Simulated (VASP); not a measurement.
## CoSn: a series over U

Wanted: how far the results for CoSn hang on the Hubbard correction. The start is a computed cell from the Materials Project.

Method: r2SCAN, spin-polarised from a ferrimagnetic start; plane waves and PAW (Sn, Co), in the first sound run; inputs show where later runs differ, in VASP 6.6.1.

### 1. The starting structure

Symmetry: P6/mmm, No. 191, hexagonal system. The conventional cell has a = 5.246 Å, b = 5.246 Å, c = 4.188 Å, α = 90.00°, β = 90.00°, γ = 120.00°. Sn has 6 Co at 2.62 Å nearest. Nearest to Sn lie 6 Co at 2.58 Å. Nearest to Co lie 6 Sn at 2.58 to 2.62 Å and 4 Co at 2.62 Å. Farther neighbours are not listed.

As a file:

```xyz
6
Lattice="5.2460 0.0000 0.0000 -2.6230 4.5432 0.0000 0.0000 0.0000 4.1876" Properties=species:S:1:pos:R:3 pbc="T T T"
Sn    0.0000    0.0000    0.0000
Sn    0.0000    3.0288    2.0938
Sn    2.6230    1.5144    2.0938
Co    2.6230    0.0000    0.0000
Co    1.3115    2.2716    0.0000
Co   -1.3115    2.2716    0.0000
```

### 2. Series over U, start order fm, U 0

U penalises partly filled orbitals; repeating the run over U shows how far moments and gap depend on it.

INCAR reads:

```
SYSTEM = CoSn
PREC = Accurate
ENCUT = 350
EDIFF = 1E-06
NELM = 150
ISMEAR = 1
SIGMA = 0.05
LREAL = .FALSE.
ALGO = Normal
METAGGA = R2SCAN
LASPH = .TRUE.
NBANDS = 31
ISPIN = 2
MAGMOM = 0 0 0 2 2 2
LMAXMIX = 4
LORBIT = 11
LWAVE = .FALSE.
LCHARG = .FALSE.
AMIX = 0.2
BMIX = 1E-04
AMIX_MAG = 0.8
BMIX_MAG = 1E-04
NEDOS = 1200
```

POSCAR reads:

```
CoSn
1.0
    5.2460399276      0.0000000000      0.0000000000
   -2.6230199638      4.5432038466      0.0000000000
    0.0000000000      0.0000000000      4.1875903000
Sn Co
3 3
Direct
    0.0000000000      0.0000000000      0.0000000000
    0.3333333333      0.6666666667      0.5000000000
    0.6666666667      0.3333333333      0.5000000000
    0.5000000000      0.0000000000      0.0000000000
    0.5000000000      0.5000000000      0.0000000000
    0.0000000000      0.5000000000      0.0000000000
```

KPOINTS reads:

```
Automatic mesh
0
Gamma
4 4 4
0 0 0
```

PAW data sets: Sn and Co (PBE family, release 64).

Command:

```
$ mpirun -np 1 vasp_std
```

Output:

```text
[banner, memory and clock lines left out]
running    1 mpi-ranks, on    1 nodes
[...]
|                                                                             |
|               ----> ADVICE to this user running VASP <----                  |
|                                                                             |
|     You enforced a specific xc type in the INCAR file but a different       |
|     [... a line on the potential file left out ...]
|     I HOPE YOU KNOW WHAT YOU ARE DOING!                                     |
|                                                                             |

 LDA part: xc-table for (None), standard interpolation
 POSCAR, INCAR and KPOINTS ok, starting setup
[...]
entering main loop
       N       E                     dE             d eps       ncg     rms          rms(c)
DAV:   1     0.123802408300E+03    0.12380E+03   -0.12746E+04  1488   0.965E+02
DAV:   2    -0.108315977431E+03   -0.23212E+03   -0.21905E+03  1516   0.255E+02
DAV:   3    -0.120163783422E+03   -0.11848E+02   -0.11473E+02  1811   0.735E+01
DAV:   4    -0.120351606754E+03   -0.18782E+00   -0.18753E+00  1649   0.886E+00
[...]
DAV:  78    -0.113557669659E+03    0.43772E-04   -0.24427E-06  1297   0.145E-02    0.267E-01
DAV:  79    -0.113557653198E+03    0.16460E-04   -0.76275E-05  1755   0.790E-02    0.245E-01
DAV:  80    -0.113557509138E+03    0.14406E-03   -0.96384E-05  1870   0.948E-02    0.234E-01
 hard stop encountered!  aborting job ...
|                                                                             |
|           W    W    AA    RRRRR   N    N  II  N    N   GGGG   !!!           |
|           W    W   A  A   R    R  NN   N  II  NN   N  G    G  !!!           |
|           W    W  A    A  R    R  N N  N  II  N N  N  G       !!!           |
|           W WW W  AAAAAA  RRRRR   N  N N  II  N  N N  G  GGG   !            |
|           WW  WW  A    A  R   R   N   NN  II  N   NN  G    G                |
|           W    W  A    A  R    R  N    N  II  N    N   GGGG   !!!           |
|                                                                             |
|     The electronic self-consistency was not achieved in the given           |
|     number of steps (NELM). The forces and other quantities evaluated       |
|     might not be reliable so examine the results carefully. If you find     |
|     spurious results, we suggest increasing NELM, if you were close to      |
|     convergence or switching to a different ALGO or adjusting the           |
|     density mixing parameters otherwise.                                    |
|                                                                             |

 soft stop encountered!  aborting job ...
   1 F= -.11355751E+03 E0= -.11355794E+03  d E =0.128701E-02  mag=     2.2100
 deleting file STOPCAR
```

It took 21 min on 1 MPI rank of AMD EPYC 7R43, shared host; peak memory 0.2 GiB.

Lines that name or quote the potential files are left out of all logs, and their timing lines are given in words.

The run was stopped at its time limit, so it gives no result of its own.

### 3. Series over U, start order AFM, U 0

This step: r2SCAN, spin-polarised from a ferrimagnetic start; plane waves and PAW (Sn, Co) (VASP 6.6.1).

INCAR: that of step 2 with these lines changed.

```diff
@@ -13,3 +13,3 @@
 ISPIN = 2
-MAGMOM = 0 0 0 2 2 2
+MAGMOM = 0 0 0 2 -2 2
 LMAXMIX = 4
```

POSCAR is that of step 2.

KPOINTS is that of step 2.

Command:

```
$ mpirun -np 1 vasp_std
```

Output:

```text
[banner, memory and clock lines left out]
running    1 mpi-ranks, on    1 nodes
 distrk:  each k-point on    1 cores,    1 groups
 distr:  one band on    1 cores,    1 groups

 POSCAR found type information on POSCAR SnCo
 POSCAR found :  2 types and       6 ions
 [... a notice as in an earlier step ...]

 LDA part: xc-table for (None), standard interpolation
 POSCAR, INCAR and KPOINTS ok, starting setup
 FFT: planning ... GRIDC
 FFT: planning ... GRID_SOFT
 FFT: planning ... GRID
 WAVECAR not read
 entering main loop
       N       E                     dE             d eps       ncg     rms          rms(c)
DAV:   1     0.124278814795E+03    0.12428E+03   -0.12665E+04  2604   0.964E+02
DAV:   2    -0.108258830582E+03   -0.23254E+03   -0.22043E+03  2653   0.255E+02
DAV:   3    -0.120323775003E+03   -0.12065E+02   -0.11723E+02  3169   0.743E+01
DAV:   4    -0.120509245808E+03   -0.18547E+00   -0.18522E+00  2898   0.892E+00
DAV:   5    -0.120515516573E+03   -0.62708E-02   -0.62705E-02  3887   0.142E+00    0.182E+01
DAV:   6    -0.115265111788E+03    0.52504E+01   -0.22350E+01  2964   0.637E+01    0.146E+01
DAV:   7    -0.113999348485E+03    0.12658E+01   -0.44993E+00  3281   0.362E+01    0.976E+00
DAV:   8    -0.113854562864E+03    0.14479E+00   -0.18137E+00  3447   0.224E+01    0.749E+00
DAV:   9    -0.113772569341E+03    0.81994E-01   -0.16116E+00  3574   0.143E+01    0.448E+00
DAV:  10    -0.113678906767E+03    0.93663E-01   -0.48089E-01  3015   0.855E+00    0.173E+00
DAV:  11    -0.113729008505E+03   -0.50102E-01   -0.22837E-01  3516   0.480E+00    0.110E+00
DAV:  12    -0.113732849982E+03   -0.38415E-02   -0.31224E-02  3269   0.175E+00    0.789E-01
DAV:  13    -0.113737414991E+03   -0.45650E-02   -0.10433E-02  3935   0.116E+00    0.548E-01
DAV:  14    -0.113742559952E+03   -0.51450E-02   -0.15799E-02  4028   0.165E+00    0.276E-01
DAV:  15    -0.113744516264E+03   -0.19563E-02   -0.71096E-03  4064   0.103E+00    0.171E-01
DAV:  16    -0.113745181964E+03   -0.66570E-03   -0.18685E-03  4106   0.514E-01    0.142E-01
DAV:  17    -0.113745631716E+03   -0.44975E-03   -0.99469E-04  3990   0.400E-01    0.113E-01
DAV:  18    -0.113746062736E+03   -0.43102E-03   -0.16528E-03  4026   0.568E-01    0.687E-02
DAV:  19    -0.113746266424E+03   -0.20369E-03   -0.87372E-04  4036   0.378E-01    0.497E-02
DAV:  20    -0.113746380941E+03   -0.11452E-03   -0.57118E-04  4049   0.353E-01    0.257E-02
DAV:  21    -0.113746426294E+03   -0.45353E-04   -0.20757E-04  4017   0.172E-01    0.190E-02
DAV:  22    -0.113746449986E+03   -0.23693E-04   -0.17156E-04  4056   0.191E-01    0.625E-03
DAV:  23    -0.113746451038E+03   -0.10520E-05   -0.22629E-05  3252   0.512E-02    0.139E-02
DAV:  24    -0.113746456341E+03   -0.53025E-05   -0.34038E-05  3711   0.931E-02    0.416E-03
DAV:  25    -0.113746457137E+03   -0.79609E-06   -0.42482E-06  2349   0.135E-02
   1 F= -.11374646E+03 E0= -.11374601E+03  d E =-.134604E-02  mag=     0.0022
```

The job ended after 11 min (1 MPI rank; peak memory 0.21 GiB).

Parts of OUTCAR (step 3):

```text
ion  position               nearest neighbor table
   1  0.000  0.000  0.000-   4 2.62   4 2.62   6 2.62   6 2.62   5 2.62   5 2.62   3 3.68   3 3.68
                             2 3.68   2 3.68   2 3.68   3 3.68   2 3.68   3 3.68   2 3.68   3 3.68
   2  0.333  0.667  0.500-   6 2.58   6 2.58   4 2.58   4 2.58   5 2.58   5 2.58   3 3.03   3 3.03
                             3 3.03   1 3.68   1 3.68   1 3.68   1 3.68   1 3.68   1 3.68
   3  0.667  0.333  0.500-   6 2.58   6 2.58   4 2.58   4 2.58   5 2.58   5 2.58   2 3.03   2 3.03
                             2 3.03   1 3.68   1 3.68   1 3.68   1 3.68   1 3.68   1 3.68
   4  0.500  0.000  0.000-   2 2.58   3 2.58   2 2.58   3 2.58   1 2.62   1 2.62   6 2.62   5 2.62
                             5 2.62   6 2.62
   5  0.500  0.500  0.000-   2 2.58   3 2.58   2 2.58   3 2.58   6 2.62   6 2.62   1 2.62   4 2.62
                             4 2.62   1 2.62
   6  0.000  0.500  0.000-   2 2.58   3 2.58   2 2.58   3 2.58   5 2.62   5 2.62   1 2.62   1 2.62
                             4 2.62   4 2.62

  LATTYP: Found a hexagonal cell.
 ALAT       =     5.2460399276
 C/A-ratio  =     0.7982383584

 Subroutine GETGRP returns: Found 24 space group operations
 (whereof 24 operations were pure point group operations)

The static configuration has the point symmetry D_6h.

 Found     21 irreducible k-points:

   k-points           NKPTS =     21   k-points in BZ     NKDIM =     21   number of bands    NBANDS=     31

   dimension x,y,z NGX =    32 NGY =   32 NGZ =   28
   dimension x,y,z NGXF=    64 NGYF=   64 NGZF=   56

   ENCUT  =  350.0 eV  25.72 Ry    5.07 a.u.   8.00  8.00  6.39*2*pi/ulx,y,z

   NELECT =      39.0000    total number of electrons

 k-points in reciprocal lattice and weights: Automatic mesh
   0.00000000  0.00000000  0.00000000       0.016
   0.25000000  0.00000000  0.00000000       0.062
  -0.25000000  0.25000000  0.00000000       0.031
   0.50000000  0.00000000  0.00000000       0.031
   0.50000000  0.50000000  0.00000000       0.016
   0.25000000  0.25000000  0.00000000       0.031
  -0.25000000  0.50000000  0.00000000       0.062
   0.00000000  0.00000000  0.25000000       0.031
   0.25000000  0.00000000  0.25000000       0.125
[...]
0.25000000  0.25000000  0.50000000       0.031
  -0.25000000  0.50000000  0.50000000       0.062

 average (electrostatic) potential at core
       1 -45.0415       2 -44.8959       3 -44.8959       4 -84.7970       5 -84.7970
       6 -84.7970

 E-fermi :   8.0688

 spin component 1
 k-point     1 :       0.0000    0.0000    0.0000
  band No.  band energies     occupation
    ...
     15       7.3281      1.00000
     16       7.3729      1.00000
     17       7.3755      1.00000
     18       7.4193      1.00000
     19       7.4214      1.00000
     20       8.5805     -0.00000
     21       8.6372     -0.00000
     22       9.4210      0.00000
     23       9.4220      0.00000
     24      11.1498      0.00000
    ...

 k-point     2 :       0.2500    0.0000    0.0000
  band No.  band energies     occupation
    ...
     15       7.1564      1.00000
     16       7.3105      1.00000
     17       7.4038      1.00000
     18       7.5183      1.00000
     19       7.8547      1.00000
     20       8.6311     -0.00000
     21       9.2211      0.00000
     22       9.8151      0.00000
     23      10.4217      0.00000
     24      11.3247      0.00000
    ...

 k-point     3 :      -0.2500    0.2500    0.0000
  band No.  band energies     occupation
    ...
     15       7.1565      1.00000
     16       7.3134      1.00000
     17       7.4016      1.00000
     18       7.5158      1.00000
     19       7.8561      1.00000
     20       8.6299     -0.00000
     21       9.2223      0.00000
     22       9.8151      0.00000
     23      10.4207      0.00000
     24      11.3246      0.00000
    ...

 k-point     4 :       0.5000    0.0000    0.0000
  band No.  band energies     occupation
    ...
     14       6.5850      1.00000
     15       6.8251      1.00000
     16       7.1708      1.00000
     17       7.3999      1.00000
     18       7.4510      1.00000
     19       8.7487     -0.00000
     20       8.9040     -0.00000
     21       9.7540      0.00000
     22       9.8249      0.00000
     23      10.7322      0.00000
    ...

 k-point     5 :       0.5000    0.5000    0.0000
  band No.  band energies     occupation
    ...
     14       6.5890      1.00000
     15       6.8227      1.00000
     16       7.1743      1.00000
     17       7.3978      1.00000
     18       7.4479      1.00000
     19       8.7464     -0.00000
     20       8.9067     -0.00000
     21       9.7526      0.00000
     22       9.8269      0.00000
     23      10.7309      0.00000
    ...

 k-point     6 :       0.2500    0.2500    0.0000
  band No.  band energies     occupation
    ...
     14       6.5508      1.00000
     15       6.9486      1.00000
     16       7.0899      1.00000
     17       7.2772      1.00000
     18       7.5981      1.00000
     19       8.8097     -0.00000
     20       8.8728     -0.00000
     21       9.1098      0.00000
     22      10.6043      0.00000
     23      10.7262      0.00000
    ...

  Total       -0.2521161     -0.2524578     -0.8856793     -0.0002959      0.0000000      0.0000000
  in kB       -4.0471863     -4.0526714    -14.2176909     -0.0047502      0.0000000      0.0000000
  external PRESSURE =      -7.4391829 kB  Pullay stress =       0.0000000 kB

  energy-cutoff  :      350.00
  volume of cell :       99.81
      direct lattice vectors                 reciprocal lattice vectors
     5.246039928  0.000000000  0.000000000     0.190619975  0.110054494  0.000000000
    -2.623019964  4.543203847  0.000000000     0.000000000  0.220108988  0.000000000
     0.000000000  0.000000000  4.187590300     0.000000000  0.000000000  0.238800821

 POSITION                                       TOTAL-FORCE (eV/Angst)
 -----------------------------------------------------------------------------------
      0.00000      0.00000      0.00000        -0.000000      0.000000      0.000000
     -0.00000      3.02880      2.09380        -0.000021      0.000012      0.000000
      2.62302      1.51440      2.09380         0.000021     -0.000012      0.000000
      2.62302      0.00000      0.00000        -0.000000      0.000000      0.000000
      1.31151      2.27160      0.00000         0.000000      0.000000      0.000000
     -1.31151      2.27160      0.00000        -0.000000      0.000000      0.000000
 -----------------------------------------------------------------------------------
    total drift:                                0.000000      0.000000     -0.000000

  FREE ENERGIE OF THE ION-ELECTRON SYSTEM (eV)
  ---------------------------------------------------
  free  energy   TOTEN  =      -113.7464571369 eV

  energy  without entropy=     -113.7451111002  energy(sigma->0) =     -113.74600846

 total charge
# of ion       s       p       d       tot
------------------------------------------
    1        1.359   1.644   0.240   3.243
    2        1.329   1.870   0.295   3.494
    3        1.329   1.870   0.295   3.494
    4        0.422   0.501   7.471   8.394
    5        0.422   0.501   7.471   8.394
    6        0.422   0.501   7.471   8.394
--------------------------------------------------
tot          5.284   6.888  23.243  35.415

 magnetization (x)
# of ion       s       p       d       tot
------------------------------------------
    1       -0.000  -0.000  -0.000  -0.000
    2        0.000   0.000   0.000   0.000
    3        0.000   0.000   0.000   0.000
    4        0.000   0.000   0.003   0.003
    5       -0.000  -0.000  -0.004  -0.004
    6        0.000   0.000   0.003   0.003
--------------------------------------------------
tot          0.000   0.000   0.002   0.002

[... 6 further parts left out ...]
```

The k-mesh is coarse for a metal. The PAW data sets were made with PBE, which is usual practice but a small mismatch for other functionals. The data set Sn keeps the semicore shell frozen, which is cheaper and a little less accurate.

This step gave:

* electronic cycles: 25
* electrons: 39
* free energy (TOTEN): -113.7465 eV
* energy at zero smearing: -113.7460 eV
* Fermi energy: 8.069 eV
* moment of the cell, from the last line of the log: 0 μB
* labelled metallic, from the levels on this mesh: yes

Spin moment in the PAW sphere by atom:

| atom | spin moment in the PAW sphere (μB) |
| --- | --- |
| Sn1 | 0.0000 |
| Sn2 | 0.0000 |
| Sn3 | 0.0000 |
| Co4 | 0.0030 |
| Co5 | -0.0040 |
| Co6 | 0.0030 |

Energy at zero smearing: -113.74601 eV.

### 4. Series over U, start order fm, U 1

This step: r2SCAN, DFT+U (Co d 1 eV), spin-polarised from a ferromagnetic start; plane waves and PAW (Sn, Co) (VASP 6.6.1).

INCAR: that of step 3 with these lines changed.

```diff
@@ -13,3 +13,9 @@
 ISPIN = 2
-MAGMOM = 0 0 0 2 -2 2
+MAGMOM = 0 0 0 2 2 2
+LDAU = .TRUE.
+LDAUTYPE = 2
+LDAUL = -1 2
+LDAUU = 0 1
+LDAUJ = 0 0
+LDAUPRINT = 1
 LMAXMIX = 4
```

POSCAR is that of step 3.

KPOINTS is that of step 3.

Command:

```
$ mpirun -np 1 vasp_std
```

Output:

```text
[... set-up lines as in an earlier step ...]
 entering main loop
       N       E                     dE             d eps       ncg     rms          rms(c)
DAV:   1     0.126636742324E+03    0.12664E+03   -0.12794E+04  1488   0.966E+02
DAV:   2    -0.105339396105E+03   -0.23198E+03   -0.21883E+03  1516   0.255E+02
DAV:   3    -0.117364097015E+03   -0.12025E+02   -0.11663E+02  1803   0.746E+01
DAV:   4    -0.117549712001E+03   -0.18561E+00   -0.18536E+00  1635   0.887E+00
[...]
DAV:  16    -0.111149992917E+03   -0.77738E-04   -0.15005E-04  1999   0.885E-02    0.281E-02
DAV:  17    -0.111150008459E+03   -0.15542E-04   -0.47256E-05  2030   0.521E-02    0.151E-02
DAV:  18    -0.111150008827E+03   -0.36739E-06   -0.83591E-06  1679   0.248E-02
   1 F= -.11115001E+03 E0= -.11115026E+03  d E =0.756185E-03  mag=     3.1742
```

Elapsed: 4.1 min, on 1 MPI rank; peak memory 0.18 GiB.

From OUTCAR (step 4):

```text
  Total        1.8252931      1.8252931      2.9713679      0.0000000      0.0000000      0.0000000
  in kB       29.3011852     29.3011852     47.6989708      0.0000000      0.0000000      0.0000000
  external PRESSURE =      35.4337804 kB  Pullay stress =       0.0000000 kB

 POSITION                                       TOTAL-FORCE (eV/Angst)
 -----------------------------------------------------------------------------------
      0.00000      0.00000      0.00000         0.000000      0.000000      0.000000
     -0.00000      3.02880      2.09380         0.000000      0.000000      0.000000
      2.62302      1.51440      2.09380        -0.000000     -0.000000      0.000000
      2.62302      0.00000      0.00000         0.000000      0.000000      0.000000
      1.31151      2.27160      0.00000         0.000000      0.000000      0.000000
     -1.31151      2.27160      0.00000        -0.000000      0.000000      0.000000
 -----------------------------------------------------------------------------------
    total drift:                                0.000000      0.000000     -0.000000

  FREE ENERGIE OF THE ION-ELECTRON SYSTEM (eV)
  ---------------------------------------------------
  free  energy   TOTEN  =      -111.1500088266 eV

  energy  without entropy=     -111.1507650114  energy(sigma->0) =     -111.15026089

 magnetization (x)
# of ion       s       p       d       tot
------------------------------------------
    1        0.006  -0.134   0.008  -0.120
    2        0.001  -0.066  -0.021  -0.087
    3        0.001  -0.066  -0.021  -0.087
    4        0.004  -0.007   1.168   1.164
    5        0.004  -0.007   1.168   1.164
    6        0.004  -0.007   1.168   1.164
--------------------------------------------------
tot          0.018  -0.288   3.470   3.200

[... 1 part as in an earlier step ...]

[... 2 further parts left out ...]
[key lines of the parts left out:]
E-fermi :   8.3009
```

The magnetic state follows from one typed start and may not be the lowest. A U on the itinerant d states of such a compound is hard to justify; it moves the bands at the Fermi level and favours large moments.

Spin moment in the PAW sphere by atom:

```
atom  spin moment in the PAW sphere (μB)
 Sn1                               -0.12
 Sn2                               -0.09
 Sn3                               -0.09
 Co4                                1.16
 Co5                                1.16
 Co6                                1.16
```

Energy at zero smearing: -111.15026 eV.

(Continued in part 2 of 2.)

[Lines on the potential files, build, host, timing and source positions are cut from VASP's logs without a mark.]

[Logs are printed without paths, hosts, clocks, repeated set-up lines and the standing remarks that a program may print on its own settings, such as how far it seeks lower states.]

[Hosts, paths, dates, database ids (printed as entryN), source tags and the programs' standing remarks are cut or masked in the printed files.]

[In band tables of VASP the shares of atoms and orbitals are scaled to a sum of 1 inside the atoms' spheres.]

[Runs that stopped without an error message from VASP are left out.]
